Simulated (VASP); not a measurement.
```yaml
crystal:
  lattice:
    - [1.65750, -2.87087, 0.00000]
    - [1.65750, 2.87087, 0.00000]
    - [0.00000, 0.00000, 5.31420]
  atoms:
    - { symbol: Zn, position: [0.66667, 0.33333, 0.50000] }
    - { symbol: Zn, position: [0.33333, 0.66667, 0.00000] }
    - { symbol: O, position: [0.66667, 0.33333, 0.88200] }
    - { symbol: O, position: [0.33333, 0.66667, 0.38200] }
```

The base run (VASP): PBE GGA, plane waves, VASP's PBE PAW potentials (set 64). Settings: 520 eV cut-off, 7×7×4 Γ-centred mesh, Gaussian smearing of 0.050 eV, potentials Zn O.

One setting is varied; ΔE counts from the base run. The base run took about 10 core-seconds. The timings are rough (shared machines, no repeats); factors under 2 mean little.

```csv
setting,cost over the base run,electronic steps,ΔE (meV/atom)
base run,reference,15,0.0
"AMIX = 1.0, BMIX = 0.0001, IMIX = 4",within a factor of 2,15,0.0
"AMIX = 0.1, BMIX = 1.0, IMIX = 4",within a factor of 2,17,0.0
"AMIX = 0.6, BMIX = 1.0, IMIX = 1",within a factor of 2,18,0.0
"AMIX = 0.6, BMIX = 0.0001, IMIX = 1",about 3 times,42,0.0
"AMIX = 0.2, BMIX = 3.0, IMIX = 1",about 5 times,72,0.0
```

Left out are runs that failed, have no time on record or changed the cell.

The compound is ZnO in the wurtzite structure. The cell was not relaxed at this level.
